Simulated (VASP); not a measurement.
These are PBE GGA, VASP's PBE PAW potentials (set 64) (plane waves; VASP) values and carry that method's errors.

A VASP calculation is set up with these files.

INCAR:
```
# general
SYSTEM    =  Ni3Si
PREC      =  Accurate
ENCUT     =  400
LREAL     =  .FALSE.
LASPH     =  .TRUE.   # aspherical one-centre terms
KSPACING  =  0.16
KGAMMA    =  .TRUE.

# electronic loop
EDIFF     =  1E-6   # SCF stop (eV)
NELM      =  100   # most electronic steps
ALGO      =  Normal
LMAXMIX   =  4   # l cut-off of mixed one-centre charges

# smearing
ISMEAR    =  1
SIGMA     =  0.1   # width (eV)

# functional
GGA       =  PE

# ions
ISIF      =  2

# output
LWAVE     =  .FALSE.
LCHARG    =  .FALSE.
```

**POSCAR**
```
Ni3Si
1
    3.5100000000     0.0000000000     0.0000000000
    0.0000000000     3.5100000000     0.0000000000
    0.0000000000     0.0000000000     3.5100000000
Si Ni
1 3
Direct
  0.0000000000   0.0000000000   0.0000000000
  0.0000000000   0.5000000000   0.5000000000
  0.5000000000   0.0000000000   0.5000000000
  0.5000000000   0.5000000000   0.0000000000
```

POTCAR, in this order: Si Ni (PBE.64 set). Program: vasp_std.

Output of the run:

OUTCAR:
```
 ion  position               nearest neighbor table
   1  0.000  0.000  0.000-   2 2.48   3 2.48   4 2.48   2 2.48   3 2.48   2 2.48   4 2.48   2 2.48
                             3 2.48   4 2.48   3 2.48   4 2.48
   2  0.000  0.500  0.500-   1 2.48   3 2.48   4 2.48   1 2.48   4 2.48   1 2.48   3 2.48   1 2.48
                             3 2.48   4 2.48   4 2.48   3 2.48
   3  0.500  0.000  0.500-   1 2.48   2 2.48   4 2.48   1 2.48   4 2.48   2 2.48   4 2.48   4 2.48
                             1 2.48   2 2.48   1 2.48   2 2.48
   4  0.500  0.500  0.000-   1 2.48   2 2.48   3 2.48   2 2.48   3 2.48   1 2.48   3 2.48   3 2.48
                             1 2.48   2 2.48   2 2.48   1 2.48
  LATTYP: Found a simple cubic cell.
 ALAT       =     3.5100000000
 Subroutine PRICEL returns:
 Original cell was already a primitive cell.
 Subroutine GETGRP returns: Found 48 space group operations
The static configuration has the point symmetry O_h .
The dynamic configuration has the point symmetry O_h .
 Subroutine INISYM returns: Found 48 space group operations
 Subroutine IBZKPT returns following result:
 Found     84 irreducible k-points:

 Following reciprocal coordinates:
            Coordinates               Weight
  0.000000  0.000000  0.000000      1.000000
  0.083333  0.000000  0.000000      6.000000
  0.166667  0.000000  0.000000      6.000000
  0.250000  0.000000  0.000000      6.000000
  0.333333  0.000000  0.000000      6.000000
  0.416667  0.000000  0.000000      6.000000
  0.500000  0.000000  0.000000      3.000000
  0.083333  0.083333  0.000000     12.000000
  0.166667  0.083333  0.000000     24.000000
  0.250000  0.083333  0.000000     24.000000
  0.333333  0.083333  0.000000     24.000000
  0.416667  0.083333  0.000000     24.000000
  0.500000  0.083333  0.000000     12.000000
  0.166667  0.166667  0.000000     12.000000
  0.250000  0.166667  0.000000     24.000000
  0.333333  0.166667  0.000000     24.000000
  0.416667  0.166667  0.000000     24.000000
  0.500000  0.166667  0.000000     12.000000
...
```

### OSZICAR
```
       N       E                     dE             d eps       ncg     rms          rms(c)
DAV:   1     0.179285857052E+03    0.17929E+03   -0.13296E+04  3528   0.178E+03
DAV:   2    -0.176061866052E+02   -0.19689E+03   -0.19000E+03  3528   0.344E+02
DAV:   3    -0.271521565212E+02   -0.95460E+01   -0.91601E+01  3917   0.994E+01
DAV:   4    -0.273848999125E+02   -0.23274E+00   -0.23105E+00  4075   0.139E+01
DAV:   5    -0.273927768591E+02   -0.78769E-02   -0.78719E-02  4189   0.246E+00    0.194E+01
DAV:   6    -0.272661091565E+02    0.12667E+00   -0.56125E+01  4092   0.122E+02    0.171E+01
DAV:   7    -0.237408266114E+02    0.35253E+01   -0.16318E+01  3918   0.674E+01    0.405E+00
DAV:   8    -0.237038856884E+02    0.36941E-01   -0.70143E-01  3719   0.628E+00    0.144E+00
DAV:   9    -0.236862208155E+02    0.17665E-01   -0.34716E-02  4759   0.268E+00    0.571E-01
DAV:  10    -0.236839229447E+02    0.22979E-02   -0.33683E-03  4664   0.456E-01    0.235E-01
DAV:  11    -0.236835495312E+02    0.37341E-03   -0.74705E-04  5386   0.323E-01    0.543E-02
DAV:  12    -0.236835398440E+02    0.96871E-05   -0.10899E-04  3866   0.123E-01    0.151E-02
DAV:  13    -0.236835389511E+02    0.89292E-06   -0.74231E-06  3858   0.184E-02
   1 F= -.23683539E+02 E0= -.23683386E+02  d E =-.457530E-03
```

**OUTCAR**
```
------------------------ aborting loop because EDIFF is reached ----------------------------------------
  FORCE on cell =-STRESS in cart. coord.  units (eV):
  Direction    XX          YY          ZZ          XY          YZ          ZX
  --------------------------------------------------------------------------------------
  Total       -0.3041807     -0.3041807     -0.3041807     -0.0000000     -0.0000000      0.0000000
  in kB      -11.2699212    -11.2699212    -11.2699212     -0.0000000     -0.0000000      0.0000000
  external PRESSURE =     -11.2699212 kB  Pullay stress =       0.0000000 kB
  volume of cell :       43.24
      direct lattice vectors                 reciprocal lattice vectors
     3.510000000  0.000000000  0.000000000     0.284900285  0.000000000  0.000000000
     0.000000000  3.510000000  0.000000000     0.000000000  0.284900285  0.000000000
     0.000000000  0.000000000  3.510000000     0.000000000  0.000000000  0.284900285
 POSITION                                       TOTAL-FORCE (eV/Angst)
 -----------------------------------------------------------------------------------
      0.00000      0.00000      0.00000         0.000000      0.000000      0.000000
      0.00000      1.75500      1.75500         0.000000      0.000000      0.000000
      1.75500      0.00000      1.75500         0.000000      0.000000      0.000000
      1.75500      1.75500      0.00000         0.000000      0.000000      0.000000
 -----------------------------------------------------------------------------------
    total drift:                                0.000000     -0.000000     -0.000000
  FREE ENERGIE OF THE ION-ELECTRON SYSTEM (eV)
  ---------------------------------------------------
  free  energy   TOTEN  =       -23.6835389511 eV

  energy  without entropy=      -23.6830814214  energy(sigma->0) =      -23.68338644
```
(Selected blocks of OUTCAR.)

The compound is Ni3Si in the L1_2 structure. The cell was not relaxed at this level. The run is one of a series of settings (KGAMMA = .TRUE., KSPACING = 0.16, KPOINTS file removed against the base run), some of them coarse on purpose. The run is not spin-polarised, so no magnetic state was tried.
